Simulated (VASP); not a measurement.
Energy against volume of NaF (rock salt). Calculation: revTPSS meta-GGA, VASP's PBE PAW potentials (set 64) (plane waves; VASP).

| V (Å³/atom) | E (eV/atom) |
|---|---|
| 11.776 | -5.80238 |
| 12.152 | -5.81034 |
| 12.528 | -5.81412 |
| 12.904 | -5.81460 |
| 13.280 | -5.81209 |

### Question
Fit a third-order Birch-Murnaghan equation of state.

### Answer

```json
{
  "volume_per_atom": "12.76 Å^3/atom",
  "bulk_modulus": "44.4 GPa",
  "pressure_derivative_of_the_bulk_modulus": "4.90",
  "lattice_constant_a": "4.674 Å"
}
```

The compound is NaF in the rock salt structure. It was relaxed first.
